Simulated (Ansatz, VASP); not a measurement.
## Si2Ni (NiSi2 strained to the junction's net): VASP beside Ansatz

One calculation is typed for both programs; each brings its own data sets. How far apart do they land? The cell is generated by rule, not measured, and may not be a known phase. The structure shown is the end of the Ansatz relaxation below.

Program: Ansatz 0.2.0. Level of theory: plane waves, with VASP 6.6.1 beside it; single point at PBE. Results are calculated unless marked as measured.

### Step 1. Starting point

Symmetry: R-3m, No. 166, trigonal system. The conventional cell has a = 3.854 Å, b = 3.854 Å, c = 9.464 Å, α = 90.00°, β = 90.00°, γ = 120.00°. Nearest to Si lie 4 Ni at 2.36 Å. Ni has 8 Si at 2.36 Å nearest. Farther neighbours are not listed.

### Step 2. Ansatz: relaxation, PBE

Ansatz runs on its default PAW (the set named soft_2) files.

This run makes the geometry at which the two programs are then compared.

Contents of input.yaml:

```yaml
crystal:
  lattice:
    - [3.854, 0.0, 0.0]
    - [-1.927, 3.3376619062, 0.0]
    - [0.0, 0.0, 9.3803275766]
  atoms:
    - { symbol: Si, position: [0.0, 0.0, 0.0] }
    - { symbol: Ni, position: [0.6666666667, 0.3333333333, 0.0833333333] }
    - { symbol: Si, position: [0.3333333333, 0.6666666667, 0.1666666667] }
    - { symbol: Si, position: [0.6666666667, 0.3333333333, 0.3333333333] }
    - { symbol: Ni, position: [0.3333333333, 0.6666666667, 0.4166666667] }
    - { symbol: Si, position: [0.0, 0.0, 0.5] }
    - { symbol: Si, position: [0.3333333333, 0.6666666667, 0.6666666667] }
    - { symbol: Ni, position: [0.0, 0.0, 0.75] }
    - { symbol: Si, position: [0.6666666667, 0.3333333333, 0.8333333333] }
kpoints:
  mp_grid: { grid: [12, 12, 3] }
scf:
  occupations: { method: fermi_dirac, width: 0.1 }
  max_iter: 150
hamiltonian:
  xc: pbe
relax:
  f_tol: 0.01
  max_steps: 40
  cell: { fix: [a, b, angles] }
```

The run is started by

```
$ ansatz run input.yaml --threads 8 --pin off --max-ram 24576MiB --backend cpu --events-out ev --progress --plain --runs-dir out
```

Numbers of over 12 decimals in the logs are rounded to 6 here.

What it wrote:

```text
Engine: ansatz 0.2.0, aarch64-unknown-linux-gnu
Pseudopotentials: kind: paw
Pseudopotential: Si, paw, valence charge 4, recommended cutoff 420 eV (normal), Si.paw.azcp
Pseudopotential: Ni, paw, valence charge 18, recommended cutoff 420 eV (normal), Ni.paw.azcp
Functional definition: PBE
  parameter kappa = 0.804
  parameter beta = 0.066725
  exchange = pbe_x(kappa = kappa, mu = beta*pi^2/3)
  correlation = pbe_c(beta = beta)
Crystal: 9 atoms, lattice volume = 120.662 Å³
Basis set: ecut = 420 eV, 2299 PW (Γ), exchange–correlation on 54×54×128 points (8 copies of the dense FFT grid, shifted against one another)
Bands: 48, of which v1, the nominal top of the filled ones, is band 39 counted from 1 (38 counted from 0)
Symmetry: 36 space group operations
Space group: R-3m (ITA 166), of the structure as read, at distance tolerance 4.9e-5 Å
k-points: 50 of 432
Non-local potential: Si, projectors of the file, l = 0: 2, l = 1: 2, l = 2: 2
Non-local potential: Ni, projectors of the file, l = 0: 3, l = 1: 2, l = 2: 3, l = 3: 1
PAW form: soft (Blöchl's): semilocal exchange-correlation on the pseudo side does not see the compensation charge
PAW one-centre angular grid: Si, 110 points (default); XC on 64 Gauss nodes
PAW one-centre angular grid: Ni, 590 points (default); XC on 64 Gauss nodes
Initial density: superposition of atomic densities (neutral atoms: chi_scale 0, normalization atom), corrected by the library's trained network
Initial wavefunctions: pseudopotential atomic-orbital guess
Functional: x = pbe(κ = 0.804, μ = 0.219515), c = pbe(β = 0.066725)
SCF iter   1: F=—  HF=-21337.248911 eV  |F-HF|=—  |Δ(HF+E_count)|=         —  Δρ=1.03e-2  dr2=9.15e-2  ethr=1.77e-3  ⟨swp⟩=7.6  Hψ=10260  notcnv=0  defer=3
preconditioner: auto → Kerker (q_TF=auto, 2.537 Å⁻¹)  [metal: Δε(μ)=0.023 eV  Ē_g=7.301 eV  σ=0.100 eV  W_gap=0.06  n_scr=36 (ndim 8)  ℏωp=24.8 eV  f_vac=0.000  D(μ)=2.82/eV (n_scr^D=24)]
SCF iter   2: F=—  HF=-21337.240491 eV  |F-HF|=—  |Δ(HF+E_count)|=   8.42e-3  Δρ=4.20e-3  dr2=1.85e-2  ethr=1.17e-4  ⟨swp⟩=2.0  Hψ=2998  notcnv=0  defer=3
SCF iter   3: F=—  HF=-21337.238558 eV  |F-HF|=—  |Δ(HF+E_count)|=   1.93e-3  Δρ=5.35e-4  dr2=2.57e-4  ethr=2.37e-5  ⟨swp⟩=1.4  Hψ=2630  notcnv=0  defer=5
SCF iter   4: F=—  HF=-21337.238705 eV  |F-HF|=—  |Δ(HF+E_count)|=   1.47e-4  Δρ=1.94e-4  dr2=6.11e-5  ethr=3.30e-7  ⟨swp⟩=2.0  Hψ=4316  notcnv=0  defer=5
SCF iter   5: F=—  HF=-21337.238692 eV  |F-HF|=—  |Δ(HF+E_count)|=   1.30e-5  Δρ=2.13e-4  dr2=3.85e-5  ethr=7.84e-8  ⟨swp⟩=2.0  Hψ=3724  notcnv=0  defer=5
SCF iter   6: F=—  HF=-21337.238694 eV  |F-HF|=—  |Δ(HF+E_count)|=   2.31e-6  Δρ=5.98e-5  dr2=4.48e-6  ethr=4.94e-8  ⟨swp⟩=2.1  Hψ=3390  notcnv=0  defer=5
SCF iter   7: F=—  HF=-21337.238696 eV  |F-HF|=—  |Δ(HF+E_count)|=   1.81e-6  Δρ=1.18e-5  dr2=2.35e-7  ethr=5.74e-9  ⟨swp⟩=2.0  Hψ=3400  notcnv=0  defer=5
SCF iter   8: F=-21337.238696 eV  HF=-21337.238696 eV  |F-HF|=1.90e-9  |Δ(HF+E_count)|=   1.50e-7  Δρ=2.61e-6  dr2=1.23e-8  ethr=1.28e-10  ⟨swp⟩=4.1  Hψ=8474  notcnv=0
SCF 1 converged in 8 iterations: F = -21337.238696 eV  dr2 = 1.23e-8
  greatest PAW one-centre occupation: 1.000 electrons in one spin orbital (limit 2), on the Ni atom at site 7 (counted from 0), in its partial waves of l = 1
relax step   1: F+E_penalty+E_count = -21337.23869597 eV  Δ(F+E_penalty+E_count) = +0.000e0 eV  max|allowed force component| = 1.656e-2 eV/Å  Δτ_max = 0.0000 Å  P = +0.465 GPa  Ω = 120.662 Å³  fix = [a, b, alpha, beta, gamma]  reactions: a -0.459, b -0.459 GPa  (8 SCF iters, dr2 threshold 1.00e-7 eV, accepted)
[...]
relax step   2: F+E_penalty+E_count = -21337.24436450 eV  Δ(F+E_penalty+E_count) = -5.669e-3 eV  max|allowed force component| = 1.014e-2 eV/Å  Δτ_max = 0.0032 Å  P = -0.219 GPa  Ω = 121.235 Å³  energy of the carried Pulay correction = -1.537e-4 eV  fix = [a, b, alpha, beta, gamma]  reactions: a -0.875, b -0.875 GPa  (6 SCF iters, dr2 threshold 9.00e-7 eV, accepted)
[...]
relax step   3: F+E_penalty+E_count = -21337.24588730 eV  Δ(F+E_penalty+E_count) = -1.523e-3 eV  max|allowed force component| = 2.620e-3 eV/Å  Δτ_max = 0.0025 Å  P = -0.800 GPa  Ω = 121.735 Å³  energy of the carried Pulay correction = -2.876e-4 eV  fix = [a, b, alpha, beta, gamma]  reactions: a -1.216, b -1.216 GPa  (6 SCF iters, dr2 threshold 9.00e-7 eV, accepted)
[...]
relax step   4: F+E_penalty+E_count = -21337.24617818 eV  Δ(F+E_penalty+E_count) = -2.909e-4 eV  max|allowed force component| = 2.582e-3 eV/Å  Δτ_max = 0.0000 Å  P = -0.799 GPa  Ω = 121.735 Å³  fix = [a, b, alpha, beta, gamma]  reactions: a -1.216, b -1.216 GPa  stress off target by 3.51e-2 GPa on what of the cell is left free  SCF on the basis re-selected at this cell (its energy is not comparable with the rows above)  (6 SCF iters)
basis re-selected at this cell: Δ(F+E_penalty+E_count) = -2.909e-4 eV, ΔP = +0.001 GPa vs the last step (what re-selecting the basis moved, of the pressure what is left beyond the Pulay correction that the steps carried, after the strain that the cell walked since its last selection, with what the two solves' SCF thresholds leave and, on support functions, any second-order correction that the steps lacked; it is no m [...]
SCF converged after 6 iterations
Free energy (F): -21337.246178 eV
Harris-Foulkes:  -21337.246178 eV  (|F-HF|=1.46e-11)
Internal energy: -21337.155848 eV  (E = F + TS)
E sigma→0 (E₀):  -21337.201013 eV
Entropy (-TS):   -0.090331 eV (-10.037 meV/atom)
Fermi energy:    12.767247 eV
--- Per-component energies (eV) ---
  E_band       = -1059.234756
  E_kinetic    = 1106.598023
  E_local      = -14823.427026  (includes V_loc(G=0)·N_el)
  E_nonlocal   = 2038.927492
  E_hartree    = 6406.750809
  E_xc         = -595.946714
  E_vxc        = -622.957205  (∫ρ·V_xc dr)
  E_paw        = -7954.448177  (= ΣΔE_a)
  E_vpaw       = -1571.879284  (= ΣTr[D̂ρ^β])
  E_aug_tail   = 0.001510  (compensation charges beyond the density's cutoff)
  E_ewald      = -7515.611764
  E_smearing   = -0.090331  (= −TS)
  E_closure    = -0.000000  (closes the sum)
  Σ components = -21337.246178   (vs F -21337.246178, Δ=0.00e0)
--- Forces (eV/Å), atoms counted from 1 ---
  atom   1  Si     0.00000000     0.00000000     0.00258170
  atom   2  Ni     0.00000000     0.00000000     0.00000000
  atom   3  Si     0.00000000    -0.00000000    -0.00258170
  atom   4  Si     0.00000000     0.00000000     0.00258170
  atom   5  Ni     0.00000000    -0.00000000     0.00000000
  atom   6  Si     0.00000000    -0.00000000    -0.00258170
  atom   7  Si     0.00000000     0.00000000     0.00258170
  atom   8  Ni     0.00000000     0.00000000     0.00000000
  atom   9  Si     0.00000000    -0.00000000    -0.00258170
  max |Σ_I F_I| component: 7.40e-17 eV/Å
--- Stress (GPa, compression-positive) ---
       -1.215921      -0.000000       0.000000
       -0.000000      -1.215921       0.000000
        0.000000       0.000000       0.035052
  P = ⅓ Tr σ = -0.7989 GPa (-7.989 kbar)
--- Relaxed structure (3 steps of the walk, 3 accepted, 1 SCFs on fresh bases) ---
  F+E_penalty+E_count = -21337.24617818 eV   max|allowed force component| = 2.582e-3 eV/Å   (the final SCF, on the basis selected at the relaxed cell)
  cell:  # Å, volume = 121.7349 Å³
    - [3.854000, 0, 0]
    - [-1.927000, 3.337662, 0]
    - [0, 0, 9.463702]
  atoms:
    - { symbol: Si, position: [-1.8736191480402683e-19, 0, -0.000600476] }
    - { symbol: Ni, position: [0.666667, 0.333333, 0.083333] }
    - { symbol: Si, position: [0.333333, 0.666667, 0.167267] }
    - { symbol: Si, position: [0.666667, 0.333333, 0.332733] }
    - { symbol: Ni, position: [0.333333, 0.666667, 0.416667] }
    - { symbol: Si, position: [1.8736191480402685e-19, 0, 0.500600] }
    - { symbol: Si, position: [0.333333, 0.666667, 0.666066] }
    - { symbol: Ni, position: [0, 0, 0.750000] }
    - { symbol: Si, position: [0.666667, 0.333333, 0.833934] }
```

Reading the cycles: dr2 is the Hartree energy of the density residual (eV), the measure of convergence; HF is the Harris–Foulkes estimate of the energy, which meets the free energy F at convergence.

### Step 3. VASP: single point, PBE

The same cell, functional, mesh and smearing now go to VASP, with its own data sets.

Lines of VASP's logs that name or quote its potential files are left out, and so is its time.

Contents of INCAR:

```
SYSTEM = Si2Ni
PREC = Accurate
ENCUT = 600
EDIFF = 1E-06
NELM = 120
ISMEAR = -1
SIGMA = 0.1
LREAL = .FALSE.
ALGO = Normal
GGA = PE
NBANDS = 36
LASPH = .TRUE.
LORBIT = 11
LWAVE = .FALSE.
LCHARG = .FALSE.
ISIF = 2
GGA_COMPAT = .FALSE.
KPAR = 2
```

Contents of POSCAR:

```
Si2Ni
1.0
    3.8540000000      0.0000000000      0.0000000000
   -1.9270000000      3.3376619062      0.0000000000
    0.0000000000      0.0000000000      9.4637016781
Si Ni
6 3
Direct
    0.0000000000      0.0000000000      0.9993995243
    0.3333333333      0.6666666667      0.1672671423
    0.6666666667      0.3333333333      0.3327328577
    0.0000000000      0.0000000000      0.5006004757
    0.3333333333      0.6666666667      0.6660661910
    0.6666666667      0.3333333333      0.8339338090
    0.6666666667      0.3333333333      0.0833333333
    0.3333333333      0.6666666667      0.4166666667
    0.0000000000      0.0000000000      0.7500000000
```

Contents of KPOINTS:

```
Automatic mesh
0
Gamma
12 12 3
0 0 0
```

Potentials, in the order of the species: Si and Ni (PBE family, release 64).

The run is started by

```
$ mpirun -np 2 vasp_std
```

What it wrote:

```text
[banner, memory and clock lines left out]
running    2 mpi-ranks, on    1 nodes
 distrk:  each k-point on    1 cores,    2 groups
 distr:  one band on    1 cores,    1 groups

 POSCAR found type information on POSCAR SiNi
 POSCAR found :  2 types and       9 ions
 LDA part: xc-table for (Slater+PW92), standard interpolation
 POSCAR, INCAR and KPOINTS ok, starting setup
 FFT: planning ... GRIDC
 FFT: planning ... GRID_SOFT
 FFT: planning ... GRID
 WAVECAR not read
 entering main loop
       N       E                     dE             d eps       ncg     rms          rms(c)
DAV:   1     0.354025130849E+03    0.35403E+03   -0.24950E+04  3600   0.175E+03
DAV:   2    -0.255470415705E+02   -0.37957E+03   -0.36532E+03  3600   0.367E+02
DAV:   3    -0.568335499956E+02   -0.31287E+02   -0.30017E+02  4204   0.117E+02
DAV:   4    -0.581118824105E+02   -0.12783E+01   -0.12658E+01  4460   0.217E+01
DAV:   5    -0.581540476299E+02   -0.42165E-01   -0.42101E-01  4612   0.401E+00    0.279E+01
DAV:   6    -0.722868412158E+02   -0.14133E+02   -0.17653E+02  4592   0.199E+02    0.442E+01
DAV:   7    -0.532771114856E+02    0.19010E+02   -0.44020E+01  4344   0.114E+02    0.111E+01
DAV:   8    -0.523760002606E+02    0.90111E+00   -0.15468E+01  5444   0.498E+01    0.653E+00
DAV:   9    -0.521428257201E+02    0.23317E+00   -0.22227E+00  5116   0.181E+01    0.164E+00
DAV:  10    -0.521449245867E+02   -0.20989E-02   -0.46949E-02  4696   0.211E+00    0.967E-01
DAV:  11    -0.521421777217E+02    0.27469E-02   -0.10005E-02  4036   0.458E-01    0.472E-01
DAV:  12    -0.521418301818E+02    0.34754E-03   -0.31586E-03  4756   0.800E-01    0.189E-01
DAV:  13    -0.521417595791E+02    0.70603E-04   -0.57473E-04  4644   0.384E-01    0.292E-02
DAV:  14    -0.521417639597E+02   -0.43806E-05   -0.62780E-05  4756   0.804E-02    0.272E-02
DAV:  15    -0.521417645105E+02   -0.55082E-06   -0.44217E-06  4048   0.121E-02
   1 F= -.52141765E+02 E0= -.52096446E+02  d E =-.906365E-01
```

From OUTCAR (step 3):

```text
ion  position               nearest neighbor table
   1  0.000  0.000  0.999-   9 2.36   7 2.36   7 2.36   7 2.36   6 2.72   6 2.72   6 2.72   2 2.73
                             2 2.73   2 2.73
   2  0.333  0.667  0.167-   8 2.36   7 2.36   7 2.36   7 2.36   3 2.72   3 2.72   3 2.72   1 2.73
                             1 2.73   1 2.73
   3  0.667  0.333  0.333-   7 2.36   8 2.36   8 2.36   8 2.36   2 2.72   2 2.72   2 2.72   4 2.73
                             4 2.73   4 2.73
   4  0.000  0.000  0.501-   9 2.36   8 2.36   8 2.36   8 2.36   5 2.72   5 2.72   5 2.72   3 2.73
                             3 2.73   3 2.73
   5  0.333  0.667  0.666-   8 2.36   9 2.36   9 2.36   9 2.36   4 2.72   4 2.72   4 2.72   6 2.73
                             6 2.73   6 2.73
   6  0.667  0.333  0.834-   7 2.36   9 2.36   9 2.36   9 2.36   1 2.72   1 2.72   1 2.72   5 2.73
                             5 2.73   5 2.73
   7  0.667  0.333  0.083-   6 2.36   3 2.36   1 2.36   2 2.36   2 2.36   1 2.36   1 2.36   2 2.36

  LATTYP: Found a hexagonal cell.
 ALAT       =     3.8540000000
 C/A-ratio  =     2.4555531080

 Subroutine GETGRP returns: Found 12 space group operations
 (whereof  6 operations were pure point group operations)

The static configuration has the point symmetry C_3v.
 The point group associated with its full space group is D_3d.

 Found     50 irreducible k-points:

   k-points           NKPTS =     50   k-points in BZ     NKDIM =     50   number of bands    NBANDS=     36

   dimension x,y,z NGX =    32 NGY =   32 NGZ =   80
   dimension x,y,z NGXF=    64 NGYF=   64 NGZF=  160

   ENCUT  =  600.0 eV  44.10 Ry    6.64 a.u.   7.70  7.70 18.90*2*pi/ulx,y,z

   NELECT =      54.0000    total number of electrons

 k-points in reciprocal lattice and weights: Automatic mesh
   0.00000000  0.00000000  0.00000000       0.002
   0.08333333  0.00000000  0.00000000       0.014
   0.16666667  0.00000000  0.00000000       0.014
   0.25000000 -0.00000000  0.00000000       0.014
   0.33333333  0.00000000  0.00000000       0.014
   0.41666667 -0.00000000  0.00000000       0.014
   0.50000000 -0.00000000  0.00000000       0.007
   0.08333333  0.08333333  0.00000000       0.014
   0.16666667  0.08333333  0.00000000       0.028
[...]
-0.25000000 -0.41666667  0.33333333       0.028
   0.33333333  0.33333333  0.33333333       0.009

 average (electrostatic) potential at core
       1 -80.2677       2 -80.2677       3 -80.2677       4 -80.2677       5 -80.2677
       6 -80.2677       7 -82.6155       8 -82.6155       9 -82.6155

 E-fermi :  10.0012

 k-point     1 :       0.0000    0.0000    0.0000
  band No.  band energies     occupation
    ...
     21       9.3601      1.99672
     22       9.3601      1.99672
     23       9.3601      1.99672
     24       9.3601      1.99672
     25       9.5479      1.97873
     26      11.4341      0.00000
     27      11.4341      0.00000
     28      11.7060      0.00000
     29      11.7233      0.00000
     30      11.7233      0.00000
    ...

 k-point     2 :       0.0833    0.0000    0.0000
  band No.  band energies     occupation
    ...
     21       8.5262      2.00000
     22       8.8065      1.99999
     23       9.1827      1.99944
     24       9.5053      1.98606
     25       9.5889      1.96811
     26      10.8124      0.00060
     27      11.0215      0.00007
     28      11.0452      0.00006
     29      11.5985      0.00000
     30      11.6047      0.00000
    ...

 k-point     3 :       0.1667    0.0000    0.0000
  band No.  band energies     occupation
    ...
     21       7.7483      2.00000
     22       8.1915      2.00000
     23       8.4842      2.00000
     24       8.9154      1.99996
     25       9.3751      1.99619
     26      10.2039      0.23278
     27      10.3064      0.09023
     28      10.4714      0.01798
     29      11.3663      0.00000
     30      11.3863      0.00000
    ...

  Total       -0.9447841     -0.9447841      0.0233154      0.0000000      0.0000000      0.0000000
  in kB      -12.4344920    -12.4344920      0.3068585      0.0000000      0.0000000      0.0000000
  external PRESSURE =      -8.1873751 kB  Pullay stress =       0.0000000 kB

  energy-cutoff  :      600.00
  volume of cell :      121.73
      direct lattice vectors                 reciprocal lattice vectors
     3.854000000  0.000000000  0.000000000     0.259470680  0.149805467  0.000000000
    -1.927000000  3.337661906  0.000000000     0.000000000  0.299610934  0.000000000
     0.000000000  0.000000000  9.463701678     0.000000000  0.000000000  0.105666898

 POSITION                                       TOTAL-FORCE (eV/Angst)
 -----------------------------------------------------------------------------------
      0.00000      0.00000      9.45802         0.000000      0.000000      0.001383
     -0.00000      2.22511      1.58297         0.000000     -0.000000     -0.001383
      1.92700      1.11255      3.14888        -0.000000     -0.000000      0.001383
      0.00000      0.00000      4.73753         0.000000     -0.000000     -0.001383
     -0.00000      2.22511      6.30345        -0.000000      0.000000      0.001383
      1.92700      1.11255      7.89210         0.000000     -0.000000     -0.001383
      1.92700      1.11255      0.78864         0.000000      0.000000     -0.000000
     -0.00000      2.22511      3.94321        -0.000000      0.000000     -0.000000
      0.00000      0.00000      7.09778        -0.000000     -0.000000     -0.000000
 -----------------------------------------------------------------------------------
    total drift:                                0.000000     -0.000000      0.000000

  FREE ENERGIE OF THE ION-ELECTRON SYSTEM (eV)
  ---------------------------------------------------
  free  energy   TOTEN  =       -52.1417645105 eV

  energy  without entropy=      -52.0511279777  energy(sigma->0) =      -52.09644624

 total charge
# of ion       s       p       d       tot
------------------------------------------
    1        0.744   0.827   0.000   1.571
    2        0.744   0.827   0.000   1.571
    3        0.744   0.827   0.000   1.571
    4        0.744   0.827   0.000   1.571
    5        0.744   0.827   0.000   1.571
    6        0.744   0.827   0.000   1.571
    7        0.545   0.762   8.432   9.740
    8        0.545   0.762   8.432   9.740
    9        0.545   0.762   8.432   9.740
--------------------------------------------------
tot          6.102   7.248  25.297  38.647

[... 3 further parts left out ...]
```

The run ends at a pressure of -0.82 GPa, with forces up to 0.0014 eV/Å.

### Step 4. Differences

Known differences besides the potentials themselves: the data sets hold 78 valence electrons in Ansatz (on its default PAW (the set named soft_2) files) and 54 in VASP; the cutoff is 420 eV in Ansatz and 600 eV in VASP; Ansatz's pressure holds a Pulay correction, VASP's none. Total energies have different zeros and are not compared.

Compared:

| quantity | Ansatz | VASP | difference |
| --- | --- | --- | --- |
| pressure (GPa) | -0.80 | -0.82 | +0.02 |

### Step 5. Summary of results

```json
{
 "difference in pressure (single point, PBE)": "0.020 GPa"
}
```

The difference in pressure is 0.020 GPa (single point, PBE), within the 1 GPa picked in this series as the mark of a large difference. The data sets hold unlike numbers of valence electrons (78 in Ansatz and 54 in VASP), so part of the differences comes from the potentials. 1 further run of this series is not shown here. How closely two codes agree says nothing of how well the functional describes the real material.

[Lines on the potential files, build, host, timing and source positions are cut from VASP's logs without a mark.]

[Logs are printed without paths, hosts, clocks, repeated set-up lines and the standing remarks that a program may print on its own settings, such as how far it seeks lower states.]

[Hosts, paths, dates, database ids (printed as entryN), source tags and the programs' standing remarks are cut or masked in the printed files.]
